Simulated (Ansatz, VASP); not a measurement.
**NiHgN: VASP beside Ansatz**

One calculation is typed for both programs; each brings its own data sets and cutoff. How far apart do they land? The cell is invented: As first built, before any earlier steps moved the atoms (in the runner's words): it takes the CaNiN structure with some of its atoms replaced by other elements, volume scaled by an estimate. It may not be a known or stable phase. The cell is taken from a series of VASP runs on this material, whose earlier steps may have relaxed, scaled or displaced it; both programs get it as it stands.

Method: plane waves, with VASP 6.6.1 beside it; relaxation of cell and atoms at PBE, in Ansatz 0.2.0.

## (1) Starting point

Symmetry: P4_2/mmc, No. 131, tetragonal system. Conventional cell: a = 3.512 Å, b = 3.512 Å, c = 7.546 Å, α = 90.00°, β = 90.00°, γ = 90.00°. Nearest to Hg lie 4 N at 2.58 Å. Nearest to Ni lie 2 N at 1.76 Å. Nearest to N lie 2 Ni at 1.76 Å and 4 Hg at 2.58 Å. As first built, before any earlier steps moved the atoms (in the runner's words): sites of the CaNiN structure (space group 131) filled with other elements, volume scaled by an estimate. Farther neighbours and most contacts between anions are not listed.

Structure file:

```xyz
6
Lattice="3.5118 0.0000 0.0000 0.0000 3.5118 0.0000 0.0000 0.0000 7.5461" Properties=species:S:1:pos:R:3 pbc="T T T"
Hg    0.0000    0.0000    1.8865
Hg    0.0000    0.0000    5.6596
Ni    1.7559    1.7559    0.0000
Ni    1.7559    1.7559    3.7731
N     0.0000    1.7559    0.0000
N     1.7559    0.0000    3.7731
```

## (2) VASP: relaxation of cell and atoms, PBE

The relaxed volume is the usual yardstick between codes: its relative difference is about their pressure difference at one cell divided by the bulk modulus.

Lines of VASP's logs that name or quote its potential files are left out, and so is its time.

Contents of INCAR:

```
SYSTEM = NiHgN
PREC = Accurate
ENCUT = 520
EDIFF = 1E-06
NELM = 100
ISMEAR = -1
SIGMA = 0.05
LREAL = .FALSE.
ALGO = Normal
GGA = PE
ISPIN = 2
MAGMOM = 0 0 1 1 0 0
LMAXMIX = 4
LORBIT = 11
LWAVE = .FALSE.
LCHARG = .FALSE.
KPAR = 2
IBRION = 2
NSW = 60
ISIF = 3
EDIFFG = -0.01
```

Contents of POSCAR:

```
NiHgN
1.0
    3.5117816739      0.0000000000      0.0000000000
    0.0000000000      3.5117816739      0.0000000000
    0.0000000000      0.0000000000      7.5461476179
Hg Ni N
2 2 2
Direct
    0.0000000000      0.0000000000      0.2500000000
    0.0000000000      0.0000000000      0.7500000000
    0.5000000000      0.5000000000      0.0000000000
    0.5000000000      0.5000000000      0.5000000000
    0.0000000000      0.5000000000      0.0000000000
    0.5000000000      0.0000000000      0.5000000000
```

Contents of KPOINTS:

```
Automatic mesh
0
Gamma
6 6 3
0 0 0
```

PAW data sets: Hg, Ni and N (PBE family, release 64).

Run with:

```sh
mpirun -np 2 vasp_std
```

Numbers of over 12 decimals in the logs are rounded to 6 here.

What it wrote:

```text
[banner, memory and clock lines left out]
running    2 mpi-ranks, on    1 nodes
 distrk:  each k-point on    1 cores,    2 groups
 distr:  one band on    1 cores,    1 groups

 POSCAR found type information on POSCAR HgNiN
 POSCAR found :  3 types and       6 ions
 LDA part: xc-table for (Slater+PW92), standard interpolation
 POSCAR, INCAR and KPOINTS ok, starting setup
 FFT: planning ... GRIDC
 FFT: planning ... GRID_SOFT
 FFT: planning ... GRID
 WAVECAR not read
 entering main loop
       N       E                     dE             d eps       ncg     rms          rms(c)
DAV:   1     0.496439985432E+03    0.49644E+03   -0.26246E+04  2640   0.185E+03
DAV:   2     0.253105797099E+02   -0.47113E+03   -0.45143E+03  2742   0.435E+02
DAV:   3    -0.284886767125E+02   -0.53799E+02   -0.51738E+02  3370   0.155E+02
DAV:   4    -0.309248902962E+02   -0.24362E+01   -0.24091E+01  2783   0.343E+01
DAV:   5    -0.309777414036E+02   -0.52851E-01   -0.52804E-01  3092   0.524E+00    0.296E+01
DAV:   6    -0.414007991175E+02   -0.10423E+02   -0.11570E+02  3469   0.158E+02    0.443E+01
DAV:   7    -0.242006670366E+02    0.17200E+02   -0.34558E+01  3331   0.126E+02    0.119E+01
DAV:   8    -0.239503758823E+02    0.25029E+00   -0.12322E+01  3846   0.416E+01    0.912E+00
DAV:   9    -0.238075212060E+02    0.14285E+00   -0.24991E+00  3770   0.215E+01    0.267E+00
DAV:  10    -0.237461775863E+02    0.61344E-01   -0.38235E-01  3532   0.894E+00    0.788E-01
DAV:  11    -0.237475260348E+02   -0.13484E-02   -0.32302E-02  3014   0.194E+00    0.398E-01
DAV:  12    -0.237479508502E+02   -0.42482E-03   -0.19871E-03  3692   0.446E-01    0.248E-01
DAV:  13    -0.237480349674E+02   -0.84117E-04   -0.53101E-04  3444   0.250E-01    0.700E-02
DAV:  14    -0.237480382692E+02   -0.33018E-05   -0.71141E-05  3291   0.709E-02    0.255E-02
DAV:  15    -0.237480371284E+02    0.11408E-05   -0.15440E-05  3695   0.357E-02    0.128E-02
DAV:  16    -0.237480373624E+02   -0.23400E-06   -0.97596E-07  1418   0.891E-03
   1 F= -.23748037E+02 E0= -.23733758E+02  d E =-.237480E+02  mag=     0.0004
[...]
2 F= -.23750508E+02 E0= -.23736617E+02  d E =-.247066E-02  mag=     0.0000
[...]
3 F= -.23751781E+02 E0= -.23738191E+02  d E =-.374371E-02  mag=    -0.0000
[...]
4 F= -.23752114E+02 E0= -.23739027E+02  d E =-.407623E-02  mag=    -0.0000
[...]
5 F= -.23752327E+02 E0= -.23739048E+02  d E =-.429010E-02  mag=     0.0000
[...]
6 F= -.23753204E+02 E0= -.23740381E+02  d E =-.876176E-03  mag=    -0.0000
 trial-energy change:   -0.000876  1 .order   -0.000779   -0.002611    0.001053
 step:   0.8679(harm=  0.8325)  dis= 0.00000  next Energy=   -23.753337 (dE=-0.101E-02)
 bond charge predicted
       N       E                     dE             d eps       ncg     rms          rms(c)
DAV:   1    -0.237545015403E+02   -0.12975E-02   -0.44508E-02  2822   0.161E+00    0.276E-01
DAV:   2    -0.237544366692E+02    0.64871E-04   -0.71954E-03  3282   0.121E+00    0.300E-01
DAV:   3    -0.237536004944E+02    0.83617E-03   -0.47963E-03  3518   0.118E+00    0.148E-01
DAV:   4    -0.237533695644E+02    0.23093E-03   -0.44222E-04  3412   0.301E-01    0.583E-02
DAV:   5    -0.237533391915E+02    0.30373E-04   -0.75942E-05  3406   0.698E-02    0.119E-02
DAV:   6    -0.237533383116E+02    0.87984E-06   -0.53531E-06  2732   0.213E-02
   7 F= -.23753338E+02 E0= -.23740405E+02  d E =-.101085E-02  mag=     0.0000
 curvature:  -0.66 expect dE=-0.162E-04 dE for cont linesearch -0.199E-05
 trial: gam= 0.00000 g(F)=  0.615E-58 g(S)=  0.246E-04 ort =-0.104E-03 (trialstep = 0.111E+01)
 search vector abs. value=  0.246E-04
 reached required accuracy - stopping structural energy minimisation
```

From OUTCAR (step 2):

```text
ion  position               nearest neighbor table
   1  0.000  0.000  0.250-   5 2.58   6 2.58   5 2.58   6 2.58   3 3.12   4 3.12   3 3.12   3 3.12
                             4 3.12   4 3.12   3 3.12   4 3.12   2 3.77   2 3.77
   2  0.000  0.000  0.750-   5 2.58   6 2.58   5 2.58   6 2.58   3 3.12   4 3.12   3 3.12   3 3.12
                             4 3.12   4 3.12   3 3.12   4 3.12   1 3.77   1 3.77
   3  0.500  0.500  0.000-   5 1.76   5 1.76   1 3.12   1 3.12   2 3.12   1 3.12   2 3.12   2 3.12
                             1 3.12   2 3.12
   4  0.500  0.500  0.500-   6 1.76   6 1.76   1 3.12   1 3.12   2 3.12   2 3.12   1 3.12   2 3.12
                             1 3.12   2 3.12
   5  0.000  0.500  0.000-   3 1.76   3 1.76   1 2.58   1 2.58   2 2.58   2 2.58
   6  0.500  0.000  0.500-   4 1.76   4 1.76   1 2.58   2 2.58   1 2.58   2 2.58

  LATTYP: Found a simple tetragonal cell.
 ALAT       =     3.5117816739
 C/A-ratio  =     2.1488088721

 Subroutine GETGRP returns: Found 16 space group operations
 (whereof  8 operations were pure point group operations)

The static configuration has the point symmetry D_2h.
 The point group associated with its full space group is D_4h.

 Found     20 irreducible k-points:

   k-points           NKPTS =     20   k-points in BZ     NKDIM =     20   number of bands    NBANDS=     33

   dimension x,y,z NGX =    28 NGY =   28 NGZ =   56
   dimension x,y,z NGXF=    56 NGYF=   56 NGZF=  112

   ENCUT  =  520.0 eV  38.22 Ry    6.18 a.u.   6.53  6.53 14.03*2*pi/ulx,y,z

   NELECT =      54.0000    total number of electrons

 k-points in reciprocal lattice and weights: Automatic mesh
   0.00000000  0.00000000  0.00000000       0.009
   0.16666667  0.00000000  0.00000000       0.037
   0.33333333  0.00000000  0.00000000       0.037
   0.50000000  0.00000000  0.00000000       0.019
   0.16666667  0.16666667  0.00000000       0.037
   0.33333333  0.16666667  0.00000000       0.074
   0.50000000  0.16666667  0.00000000       0.037
   0.33333333  0.33333333  0.00000000       0.037
   0.50000000  0.33333333  0.00000000       0.037
[...]
0.50000000  0.33333333  0.33333333       0.074
   0.50000000  0.50000000  0.33333333       0.019

 average (electrostatic) potential at core
       1 -39.1923       2 -39.1923       3 -87.6980       4 -87.6980       5 -65.7679
       6 -65.7679

 E-fermi :   3.7064

 spin component 1
 k-point     1 :       0.0000    0.0000    0.0000
  band No.  band energies     occupation
    ...
     24       2.1728      1.00000
     25       2.3599      1.00000
     26       2.6213      1.00000
     27       2.6213      1.00000
     28       2.6428      1.00000
     29       4.0603      0.00084
     30       5.1352      0.00000
     31       7.2047      0.00000
     32      10.2677      0.00000
     33      11.1238      0.00000

 k-point     2 :       0.1667    0.0000    0.0000
  band No.  band energies     occupation
    ...
     24       2.4266      1.00000
     25       2.6057      1.00000
     26       2.6336      1.00000
     27       2.7154      1.00000
     28       3.2281      0.99993
     29       4.4052      0.00000
     30       5.2499      0.00000
     31       7.7321      0.00000
     32       9.1287      0.00000
     33       9.6844      0.00000

 k-point     3 :       0.3333    0.0000    0.0000
  band No.  band energies     occupation
    ...
     23       2.3125      1.00000
     24       2.6645      1.00000
     25       2.6870      1.00000
     26       2.8095      1.00000
     27       3.3293      0.99947
     28       4.3615      0.00000
     29       4.4063      0.00000
     30       5.3637      0.00000
     31       6.7383      0.00000
     32       7.9839      0.00000
    ...

 k-point     4 :       0.5000    0.0000    0.0000
  band No.  band energies     occupation
    ...
     23       2.3356      1.00000
     24       2.6828      1.00000
     25       2.8192      1.00000
     26       2.9309      1.00000
     27       3.5082      0.98134
     28       3.9714      0.00497
     29       4.8734      0.00000
     30       5.4484      0.00000
     31       6.0098      0.00000
     32       7.5781      0.00000
    ...

 k-point     5 :       0.1667    0.1667    0.0000
  band No.  band energies     occupation
    ...
     24       2.6407      1.00000
     25       2.7578      1.00000
     26       2.9673      1.00000
     27       3.0502      1.00000
     28       3.2246      0.99993
     29       4.7784      0.00000
     30       5.3287      0.00000
     31       8.2662      0.00000
     32       9.1376      0.00000
     33       9.7949      0.00000

 k-point     6 :       0.3333    0.1667    0.0000
  band No.  band energies     occupation
    ...
     23       2.4325      1.00000
     24       2.7512      1.00000
     25       2.8195      1.00000
     26       3.1736      0.99998
     27       3.5541      0.95460
     28       3.9293      0.01144
     29       5.1019      0.00000
     30       5.3434      0.00000
     31       7.0956      0.00000
     32       8.1974      0.00000
    ...

  Total        0.0324952      0.0324952      0.0307806      0.0000000      0.0000000      0.0000000
  in kB        0.5539290      0.5539290      0.5247012      0.0000000      0.0000000      0.0000000
  external PRESSURE =       0.5441864 kB  Pullay stress =       0.0000000 kB

  energy-cutoff  :      520.00
  volume of cell :       93.99
      direct lattice vectors                 reciprocal lattice vectors
     3.499798774  0.000000000  0.000000000     0.285730713 -0.000000000  0.000000000
     0.000000000  3.499798774  0.000000000    -0.000000000  0.285730713  0.000000000
     0.000000000  0.000000000  7.673426586     0.000000000  0.000000000  0.130319876

 POSITION                                       TOTAL-FORCE (eV/Angst)
 -----------------------------------------------------------------------------------
      0.00000      0.00000      1.91836        -0.000000      0.000000     -0.000000
      0.00000      0.00000      5.75507        -0.000000      0.000000      0.000000
      1.74990      1.74990      0.00000         0.000000      0.000000      0.000000
      1.74990      1.74990      3.83671         0.000000      0.000000      0.000000
      0.00000      1.74990      0.00000        -0.000000      0.000000      0.000000
      1.74990      0.00000      3.83671        -0.000000      0.000000      0.000000
 -----------------------------------------------------------------------------------
    total drift:                                0.000000      0.000000      0.000000

  FREE ENERGIE OF THE ION-ELECTRON SYSTEM (eV)
  ---------------------------------------------------
  free  energy   TOTEN  =       -23.7533383116 eV

  energy  without entropy=      -23.7274714428  energy(sigma->0) =      -23.74040488

 reached required accuracy - stopping structural energy minimisation

 total charge
# of ion       s       p       d       tot
------------------------------------------
    1        0.722   0.241   9.395  10.358
    2        0.722   0.241   9.395  10.358
    3        0.540   0.578   8.360   9.478
    4        0.540   0.578   8.360   9.478
    5        1.296   2.302   0.000   3.598
    6        1.296   2.302   0.000   3.598
--------------------------------------------------
tot          5.116   6.242  35.510  46.868

 magnetization (x)
# of ion       s       p       d       tot
------------------------------------------
    1       -0.000  -0.000  -0.000  -0.000
    2       -0.000  -0.000  -0.000  -0.000
    3        0.000   0.000   0.000   0.000
    4        0.000   0.000   0.000   0.000
    5       -0.000  -0.000   0.000  -0.000
    6       -0.000  -0.000   0.000  -0.000
--------------------------------------------------
tot          0.000   0.000   0.000   0.000

[... 1 further part left out ...]
```

CONTCAR:

```
NiHgN
   1.00000000000000
     3.4997987741685628    0.0000000000000000    0.0000000000000000
     0.0000000000000000    3.4997987741685628    0.0000000000000000
     0.0000000000000000    0.0000000000000000    7.6734265855708292
  Hg              Ni              N
     2     2     2
Direct
     0.0000000000000000    0.0000000000000000    0.2500000000000000
     0.0000000000000000    0.0000000000000000    0.7500000000000000
     0.5000000000000000    0.5000000000000000    0.0000000000000000
     0.5000000000000000    0.5000000000000000    0.5000000000000000
     0.0000000000000000    0.5000000000000000    0.0000000000000000
     0.5000000000000000    0.0000000000000000    0.5000000000000000
```

The run keeps the 16 symmetry operations of its start, so it cannot find a distortion of lower symmetry.

(Part 1 of 2 ends here.)

[Lines on the potential files, build, host, timing and source positions are cut from VASP's logs without a mark.]

[Logs are printed without paths, hosts, clocks, repeated set-up lines and the standing remarks that a program may print on its own settings, such as how far it seeks lower states.]

[Hosts, paths, dates, database ids (printed as entryN), source tags and the programs' standing remarks are cut or masked in the printed files.]
